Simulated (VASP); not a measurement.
Data:

```
HgZn3Se4
1.0
    5.86522     0.00000     0.00000
    0.00000     5.86522     0.00000
    0.00000     0.00000     5.86522
Zn Se Hg
3 4 1
Direct
  0.00000   0.00000   0.00000
  0.50000   0.50000   0.00000
  0.50000   0.00000   0.50000
  0.26287   0.23713   0.23713
  0.73713   0.76287   0.23713
  0.73713   0.23713   0.76287
  0.26287   0.76287   0.76287
  0.00000   0.50000   0.50000
```

Level of theory: HSE06 screened hybrid, VASP's PBE PAW potentials (set 64) (plane waves; VASP). Numerical set-up: 400 eV cut-off, 4×4×4 Γ-centred mesh, Gaussian smearing of 0.050 eV, potentials Zn Se Hg.

Unless said otherwise, spin-orbit coupling is left out, though it shifts the bands of the heavy elements here.

Task: Predict the energy per atom (σ→0), pressure, largest force, band gap (over the mesh, the named points and PBE's band edges) with the smallest direct gap where there is one.

Result: 
| Property | Value |
|---|---|
| band gap (over the mesh, the named points and PBE's band edges) | 1.49 eV |
| smallest direct gap (over the mesh, the named points and PBE's band edges) | 1.49 eV |
| energy per atom (σ→0) | -331.9 kJ/mol of atoms |
| pressure | -1.56 GPa |
| largest force | 0.098 eV/Å |

Only differences to runs with the same potentials and settings are physical.

The structure was generated: HgZn3Se4 was put into an ordered model structure (P-43m), which need not be its known phase. It was relaxed first.
